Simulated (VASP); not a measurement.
A cell of CaO (rock salt) near equilibrium:

```
CELL_PARAMETERS angstrom
      0.00000     2.41955     2.41955
      2.41955     0.00000     2.41955
      2.41955     2.41955     0.00000
ATOMIC_POSITIONS crystal
  Ca 0.00000 0.00000 0.00000
  O  0.50000 0.50000 0.50000
```

Calculation: PBE GGA, VASP's PBE PAW potentials (set 64) (plane waves; VASP).

```json
[
 {"run": "as it is", "ΔE (meV/atom)": "0.0", "σxx": "-0.09", "σyy": "-0.09", "σzz": "-0.09", "largest shear component, with its sign (GPa)": "0.00", "gap (eV)": "3.64"},
 {"run": "after one change", "ΔE (meV/atom)": "3.7", "σxx": "-3.03", "σyy": "-3.03", "σzz": "-3.03", "largest shear component, with its sign (GPa)": "0.00", "gap (eV)": "3.65"}
]
```
Stress is in GPa, positive when the cell is compressed; gaps are those on the k-mesh, and 0.00 means metallic.

### Question
What was changed between the two runs?
A) uniaxial strain of -3.0 % along x
B) isotropic strain of +1.0 %
C) shear strain γ_yz = -4.0 %
D) biaxial strain of -3.0 % in the xz plane

### Answer
B, isotropic strain of +1.0 %

The compound is CaO in the rock salt structure.
